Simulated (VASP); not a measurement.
A convergence study with VASP on WSi₂ (space group no. 139 when undisturbed): a few settings are varied, all else stays as given below, so the limit is that of these other settings. One atom is moved off its site, so that forces are finite.

```
WSi2
1.0
   -1.60018     1.60018     3.90326
    1.60018    -1.60018     3.90326
    1.60018     1.60018    -3.90326
Si W
2 1
Direct
  0.67140   0.67141   0.00000
  0.33500   0.33500   0.00000
  0.00000   0.00000   0.00000
```

Level of theory: PBE GGA, VASP's PBE PAW potentials (set 64) (plane waves; VASP). The last row used: 300 eV cut-off, 15×15×15 Γ-centred mesh shifted by (0.5, 0.5, 0.5), Gaussian smearing of 0.10 eV, potentials Si W_sv.

```csv
setting,E (eV/atom),pressure (GPa),largest force (eV/Å),irreducible k-points
2×2×2 mesh,-7.8674,12.58,1.310,3
3×3×3 mesh,-8.2054,6.23,0.624,6
4×4×4 mesh,-8.2273,5.85,0.388,11
5×5×5 mesh,-8.2540,5.07,0.523,18
6×6×6 mesh,-8.2543,5.25,0.581,28
7×7×7 mesh,-8.2558,5.16,0.616,40
8×8×8 mesh,-8.2538,5.22,0.596,56
9×9×9 mesh,-8.2539,5.23,0.614,75
10×10×10 mesh,-8.2541,5.22,0.562,99
11×11×11 mesh,-8.2547,5.19,0.552,126
12×12×12 mesh,-8.2551,5.20,0.569,159
14×14×14 mesh,-8.2548,5.21,0.581,240
15×15×15 mesh,-8.2548,5.19,0.570,288
```

Left out are rungs that failed or repeat a setting and relaxations that didn't move; long series are thinned to 24 rows.

The structure is a typed WSi2 crystal (space group no. 139). The cell was not relaxed at this level, it is distorted from the ideal structure.
